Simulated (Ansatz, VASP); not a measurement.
# BaNaBiWO6: VASP beside Ansatz

One calculation is typed for both programs; each brings its own data sets. How far apart do they land? The cell is taken from a series of runs on this material, whose earlier steps may have relaxed, scaled, displaced or heated it; both programs get it as it stands.

Program: Ansatz 0.2.0. Level of theory: plane waves, with VASP 6.6.1 beside it; PBE. Results are calculated unless marked as measured.

**1. Set-up**

The structure is cubic, space group F-43m (No. 216). The conventional cell has a = 8.565 Å, b = 8.565 Å, c = 8.565 Å, α = 90.00°, β = 90.00°, γ = 90.00°. Na has 12 O at 3.04 Å nearest. Nearest to Ba lie 12 O at 3.04 Å. Nearest to Bi lie 6 O at 2.35 Å. W has 6 O at 1.94 Å nearest. Nearest to O lie 1 W at 1.94 Å and 1 Bi at 2.35 Å and 2 Ba at 3.04 Å and 2 Na at 3.04 Å. Farther neighbours and most contacts between anions are not listed.

**2. Ansatz: G0W0 gap, PBE**

Ansatz runs on its PAW soft_1 files.

Quasiparticle shifts depend on high empty states and on the cores, so they are the hardest test of two PAW sets.

input.yaml reads:

```yaml
crystal:
  lattice:
    - [0.0, 4.28260784, 4.28260784]
    - [4.28260784, 0.0, 4.28260784]
    - [4.28260784, 4.28260784, 0.0]
  atoms:
    - { symbol: Na, position: [0.75, 0.75, 0.75] }
    - { symbol: Ba, position: [0.25, 0.25, 0.25] }
    - { symbol: Bi, position: [0.0, 0.0, 0.0] }
    - { symbol: W, position: [0.5, 0.5, 0.5] }
    - { symbol: O, position: [0.7261785325, 0.2738214675, 0.2738214675] }
    - { symbol: O, position: [0.2738214675, 0.7261785325, 0.7261785325] }
    - { symbol: O, position: [0.7261785325, 0.7261785325, 0.2738214675] }
    - { symbol: O, position: [0.2738214675, 0.2738214675, 0.7261785325] }
    - { symbol: O, position: [0.2738214675, 0.7261785325, 0.2738214675] }
    - { symbol: O, position: [0.7261785325, 0.2738214675, 0.7261785325] }
kpoints:
  mp_grid: { grid: [2, 2, 2] }
hamiltonian:
  xc: pbe
  pseudopotentials: { kind: paw, azcp: { folder: soft_1 } }
scf:
  occupations: { method: fixed }
gw:
  n_empty_bands: 655
  ecut_chi: 150.0
  qp_bands: [v3, c3]
  qp_kpoints: band_edges
  screening: { model: contour_deformation }
```

Launch:

```
$ ansatz run input.yaml --threads 2 --pin off --max-ram 92160MiB --backend cuda --events-out ev --progress --plain --runs-dir out --devices 1 --max-vram 13GiB
```

Numbers of over 12 decimals in the logs are rounded to 6 here.

The program printed:

```text
GPUs: using 1 of 1 available (devices: 1).
Engine: ansatz 0.2.0, x86_64-unknown-linux-gnu
Pseudopotentials: kind: paw
Pseudopotential: Na, paw, valence charge 9, recommended cutoff 420 eV (normal), soft_1/Na.paw.azcp
Pseudopotential: Ba, paw, valence charge 10, recommended cutoff 420 eV (normal), soft_1/Ba.paw.azcp
Pseudopotential: Bi, paw, valence charge 15, recommended cutoff 420 eV (normal), soft_1/Bi.paw.azcp
Pseudopotential: W, paw, valence charge 14, recommended cutoff 420 eV (normal), soft_1/W.paw.azcp
Pseudopotential: O, paw, valence charge 6, recommended cutoff 420 eV (normal), soft_1/O.paw.azcp
Functional definition: PBE
  parameter kappa = 0.804
  parameter beta = 0.066725
  exchange = pbe_x(kappa = kappa, mu = beta*pi^2/3)
  correlation = pbe_c(beta = beta)
device memory: the entry about to start is reckoned to put 2.5 GiB on a device that reports 44.3 GiB free (of which the cap on the GPU budget leaves the run 13.0 GiB)
GPU FFT provider: cuFFT
GPU libraries: cuBLAS 13.8.2, cuFFT 12.4.0, cuSOLVER 12.3.4
Crystal: 10 atoms, lattice volume = 157.092 Å³
Basis set: ecut = 420 eV, 3119 PW (Γ)
Bands: 52, of which v1, the nominal top of the filled ones, is band 42 counted from 1 (41 counted from 0)
Symmetry: 24 space group operations
Space group: F-43m (ITA 216), of the structure as read, at distance tolerance 5.4e-5 Å
k-points: 3 of 8
Non-local potential: Na, projectors of the file, l = 0: 3, l = 1: 2, l = 2: 1
Non-local potential: Ba, projectors of the file, l = 0: 3, l = 1: 2, l = 2: 2, l = 3: 2
Non-local potential: Bi, projectors of the file, l = 0: 2, l = 1: 2, l = 2: 2, l = 3: 1
Non-local potential: W, projectors of the file, l = 0: 3, l = 1: 2, l = 2: 2, l = 3: 1
Non-local potential: O, projectors of the file, l = 0: 2, l = 1: 2, l = 2: 1
PAW form: soft (Blöchl's): semilocal exchange-correlation on the pseudo side does not see the compensation charge
PAW one-centre angular grid: Na, 110 points (default); XC on 64 Gauss nodes
PAW one-centre angular grid: Ba, 194 points (default); XC on 64 Gauss nodes
PAW one-centre angular grid: Bi, 590 points (default); XC on 64 Gauss nodes
PAW one-centre angular grid: W, 590 points (default); XC on 64 Gauss nodes
PAW one-centre angular grid: O, 110 points (default); XC on 64 Gauss nodes
Initial density: superposition of atomic densities (chi_scale 0.1, normalization cell, long waves kept (reshape's long-wave potential 0.01 eV rms))
Initial wavefunctions: pseudopotential atomic-orbital guess
GPU buffer pool allocated for 91125 grid points (all kernels)
GPU transforms: local potential and band sums: pruned to the plane-wave sphere, on 45×45×45
Functional: x = pbe(κ = 0.804, μ = 0.219515), c = pbe(β = 0.066725)
SCF iter   1: F=—  HF=-33635.435505 eV  |F-HF|=—  |Δ(HF+E_count)|=         —  Δρ=7.42e-2  dr2=1.54e1  ethr=3.10e-3  ⟨swp⟩=5.7  Hψ=523  notcnv=0  defer=17
preconditioner: auto → Resta (q_TF=auto, 2.458 Å⁻¹)  ε∞=3.9  [insulator: Δε(μ)=2.786 eV  Ē_g=14.238 eV  n_scr=50 (ndim 8)  ℏωp=24.1 eV  f_vac=0.000  ε∞_Penn≈3.9]
SCF iter   2: F=—  HF=-33631.650630 eV  |F-HF|=—  |Δ(HF+E_count)|=    3.78e0  Δρ=3.33e-2  dr2=1.66e0  ethr=3.10e-3  ⟨swp⟩=3.3  Hψ=345  notcnv=0  defer=18
SCF iter   3: F=—  HF=-33631.304305 eV  |F-HF|=—  |Δ(HF+E_count)|=   3.46e-1  Δρ=1.48e-2  dr2=4.71e-1  ethr=1.98e-3  ⟨swp⟩=2.7  Hψ=247  notcnv=0  defer=21
SCF iter   4: F=—  HF=-33631.227053 eV  |F-HF|=—  |Δ(HF+E_count)|=   7.73e-2  Δρ=6.09e-3  dr2=6.97e-2  ethr=5.60e-4  ⟨swp⟩=2.0  Hψ=237  notcnv=0  defer=21
SCF iter   5: F=—  HF=-33631.224586 eV  |F-HF|=—  |Δ(HF+E_count)|=   2.47e-3  Δρ=1.53e-3  dr2=4.33e-3  ethr=8.29e-5  ⟨swp⟩=2.3  Hψ=265  notcnv=0  defer=22
SCF iter   6: F=—  HF=-33631.226864 eV  |F-HF|=—  |Δ(HF+E_count)|=   2.28e-3  Δρ=8.06e-4  dr2=2.19e-3  ethr=5.15e-6  ⟨swp⟩=3.3  Hψ=325  notcnv=0  defer=21
SCF iter   7: F=—  HF=-33631.226477 eV  |F-HF|=—  |Δ(HF+E_count)|=   3.87e-4  Δρ=1.51e-4  dr2=4.66e-5  ethr=2.61e-6  ⟨swp⟩=2.0  Hψ=214  notcnv=0  defer=20
SCF iter   8: F=—  HF=-33631.226474 eV  |F-HF|=—  |Δ(HF+E_count)|=   3.52e-6  Δρ=1.12e-4  dr2=3.08e-5  ethr=5.55e-8  ⟨swp⟩=2.0  Hψ=264  notcnv=0  defer=17
SCF iter   9: F=—  HF=-33631.226468 eV  |F-HF|=—  |Δ(HF+E_count)|=   6.21e-6  Δρ=3.35e-5  dr2=4.21e-6  ethr=3.66e-8  ⟨swp⟩=2.0  Hψ=233  notcnv=0  defer=18
SCF iter  10: F=—  HF=-33631.226467 eV  |F-HF|=—  |Δ(HF+E_count)|=   8.69e-7  Δρ=6.48e-6  dr2=1.05e-7  ethr=5.01e-9  ⟨swp⟩=2.0  Hψ=212  notcnv=0  defer=18
SCF iter  11: F=-33631.226467 eV  HF=-33631.226467 eV  |F-HF|=9.09e-10  |Δ(HF+E_count)|=   2.06e-8  Δρ=1.13e-6  dr2=3.21e-9  ethr=1.19e-10  ⟨swp⟩=11.0  Hψ=571  notcnv=0
SCF 1 converged in 11 iterations: F = -33631.226467 eV  dr2 = 3.21e-9
  greatest PAW one-centre occupation: 1.000 electrons in one spin orbital (limit 2), on the W atom at site 3 (counted from 0), in its partial waves of l = 0
device memory: the entry about to start is reckoned to put 3.1 GiB on a device that reports 42.5 GiB free (of which the cap on the GPU budget leaves the run 13.0 GiB)
NSCF: frozen V_eff on 3 k-points
the band table was solved once the SCF had ended and its energy, with any forces and stress, was formed, with the checks that follow a solve (633 applications of the Hamiltonian). They found nothing against the state; the energy, forces and stress were not computed again (output.eigenvalues in the input reference)
device memory: the entry about to start is reckoned to put 3.9 GiB on a device that reports 42.5 GiB free (of which the cap on the GPU budget leaves the run 13.0 GiB)
NSCF: frozen V_eff on 3 k-points
G₀W₀ screening: q 1/3
[... further progress lines ...]
device memory: the entry about to start is reckoned to put 1.1 GiB on a device that reports 42.8 GiB free (of which the cap on the GPU budget leaves the run 13.0 GiB)
NSCF: frozen V_eff on 1 k-points
device memory: the entry about to start is reckoned to put 1.1 GiB on a device that reports 42.8 GiB free (of which the cap on the GPU budget leaves the run 13.0 GiB)
NSCF: frozen V_eff on 1 k-points
SCF converged after 11 iterations
Free energy (F): -33631.226467 eV
Harris-Foulkes:  -33631.226467 eV  (|F-HF|=9.09e-10)
Internal energy: -33631.226467 eV  (E = F + TS)
E sigma→0 (E₀):  -33631.226467 eV
Fermi energy:    8.373991 eV
--- Per-component energies (eV) ---
  E_band       = -606.845084
  E_kinetic    = 1945.269269
  E_local      = -6400.925775  (includes V_loc(G=0)·N_el)
  E_nonlocal   = 1069.223837
  E_hartree    = 2356.475388
  E_xc         = -1085.220660
  E_vxc        = -1086.845916  (∫ρ·V_xc dr)
  E_paw        = -25698.616254  (= ΣΔE_a)
  E_vpaw       = -846.524443  (= ΣTr[D̂ρ^β])
  E_aug_tail   = 0.004899  (compensation charges beyond the density's cutoff)
  E_ewald      = -5817.437170
  E_smearing   = -0.000000  (= −TS)
  E_closure    = 0.000000  (closes the sum)
  Σ components = -33631.226467   (vs F -33631.226467, Δ=0.00e0)
--- Band table (eV) ---
  k-point 0: bands = [... 38 lower, 6.7045, 7.5542, 7.5542, 7.5542, 10.8054, 10.8054, 10.8054, 12.2043, ... 6 higher]
  k-point 1: bands = [... 38 lower, 7.0472, 7.0472, 7.3054, 8.3740, 10.3542, 10.8709, 10.8709, 12.3453, ... 6 higher]
  k-point 2: bands = [... 38 lower, 6.5179, 6.8997, 6.8997, 7.5335, 10.5820, 11.5138, 11.5138, 13.1141, ... 6 higher]
--- G₀W₀: contour deformation, 7 samples at zero and on the imaginary axis and 1 off it, 8 q-points, 655 empty bands' worth ---
  eigenvalues of the whole cell's RPA ε∞ on this k-mesh (on a slab, of 1 + 4πα/V) = 7.3117, 7.3117, 7.3117; static W/v taken at q = 0 is 0.136767
  bands read: the sum over 697 bands ends inside a degenerate multiplet in 1 slot, whose members it reads at an even weight; the widest, k=0: bands 697 to 698 (counted from 1) at 1/2 each
  gw.qp_kpoints: band_edges: 3 of 3 stored k-points solved, in 1 pass; an edge of the gap read off the rows below is read off those points alone
    ik  band        ε_KS         Σx   Σc(E_QP)       V_xc       Z   E_QP_lin       E_QP  E_QP is
     0    40      7.5542   -25.7963     4.8368   -20.5652  0.7005     7.1561     7.1599  root
     0    41      7.5542   -25.7963     4.8368   -20.5652  0.7005     7.1561     7.1599  root
     0    42      7.5542   -25.7963     4.8368   -20.5652  0.7005     7.1561     7.1599  root
     0    43     10.8054   -14.7265    -4.5578   -19.8669  0.7508    11.3945    11.3880  root
     0    44     10.8054   -14.7265    -4.5578   -19.8669  0.7508    11.3945    11.3880  root
     0    45     10.8054   -14.7265    -4.5578   -19.8669  0.7508    11.3945    11.3880  root
     1    40      7.0472   -24.9980     4.7564   -19.7971  0.6997     6.5974     6.6027  root
     1    41      7.3054   -25.4255     4.9033   -20.0928  0.6978     6.8714     6.8761  root
     1    42      8.3740   -25.6987     3.1113   -22.2788  0.7395     8.0637     8.0654  root
     1    43     10.3542   -13.1518    -4.3548   -18.0030  0.7667    10.8550    10.8507  root
     1    44     10.8709   -14.4641    -4.4060   -19.4514  0.7544    11.4586    11.4522  root
     1    45     10.8709   -14.4641    -4.4060   -19.4514  0.7544    11.4586    11.4522  root
     2    40      6.8997   -24.8427     4.9104   -19.4445  0.6959     6.4052     6.4119  root
     2    41      6.8997   -24.8427     4.9104   -19.4445  0.6959     6.4052     6.4119  root
     2    42      7.5335   -25.7245     4.8280   -20.4969  0.7006     7.1300     7.1339  root
     2    43     10.5820   -13.7818    -4.7299   -19.0576  0.7586    11.1336    11.1279  root
     2    44     11.5138   -16.6981    -4.7146   -22.1349  0.7306    12.2479    12.2360  root
     2    45     11.5138   -16.6981    -4.7146   -22.1349  0.7306    12.2479    12.2360  root
```

(Part 1 of 2 ends here.)

[Lines on the potential files, build, host, timing and source positions are cut from VASP's logs without a mark.]

[Logs are printed without paths, hosts, clocks, repeated set-up lines and the standing remarks that a program may print on its own settings, such as how far it seeks lower states.]

[Hosts, paths, dates, database ids (printed as entryN), source tags and the programs' standing remarks are cut or masked in the printed files.]
